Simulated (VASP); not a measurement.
Here is a VASP 6.6.1 calculation.

Contents of INCAR:

```
SYSTEM = Co
PREC = Accurate
ENCUT = 520
EDIFF = 1E-6
ISMEAR = -1
SIGMA = 0.05
LREAL = .FALSE.
LASPH = .TRUE.
NELM = 150
ALGO = Fast
ISIF = 2
LWAVE = .FALSE.
LCHARG = .FALSE.
ISPIN = 2
MAGMOM = 2 2 2 2 2
LORBIT = 11
LMAXMIX = 4
LDIPOL = .TRUE.
IDIPOL = 3
DIPOL = 0.5 0.5 0.499
GGA = CA
IBRION = 2
NSW = 60
EDIFFG = -0.005
```

File KPOINTS:

```
Automatic mesh
0
G
  9 9 1
  0 0 0
```

POSCAR

```
Co
1.0
    2.4873648738      0.0000000000      0.0000000000
   -1.2436824369      2.1541211692      0.0000000000
    0.0000000000      0.0000000000     23.1265790068
Co
5
Selective dynamics
Direct
    0.6666666700      0.3333333400      0.3243021805  F F F
    0.3333333300      0.6666666600      0.4086859779  F F F
    0.6666666700      0.3333333400      0.5000000000  T T T
    0.3333333300      0.6666666600      0.5843837973  T T T
    0.6666666700      0.3333333400      0.6756978195  T T T
```

Potentials or basis: VASP PAW LDA potentials, release 64 (Co).

Run with:

```bash
$ cat potpaw_LDA.64/Co/POTCAR > POTCAR
$ mpirun -np 1 vasp_std > vasp.out
```

Question: What does it give for the net moment?

Answer: 7.76 μB per cell.

Question: Predict the site moments.

Answer: Co +1.64, +1.53, +1.43, +1.51, +1.61 μB.

Question: Estimate the energy gained by relaxing.

Answer: 51.9 meV/atom.

Step by step:
```tsv
step	energy change (eV)	largest force (eV/Å)	pressure (GPa)
1	0.0000	1.1518	-9.66
2	-0.0856	0.9260	-9.43
3	-0.1319	0.6285	-8.56
4	-0.1325	0.6329	-8.70
5	-0.1514	0.6322	-8.44
6	-0.1946	0.6332	-7.59
7	-0.2049	0.8249	-5.68
8	-0.2143	0.6398	-6.54
9	-0.2329	0.6269	-6.44
10	-0.2495	0.5951	-6.13
11	-0.2588	0.6242	-5.83
12	-0.2589	0.6027	-5.85
13	-0.2597	0.5682	-5.81
14	-0.2597	0.5684	-5.79
15	-0.2597	0.5697	-5.79
16	-0.2597	0.5688	-5.78
```
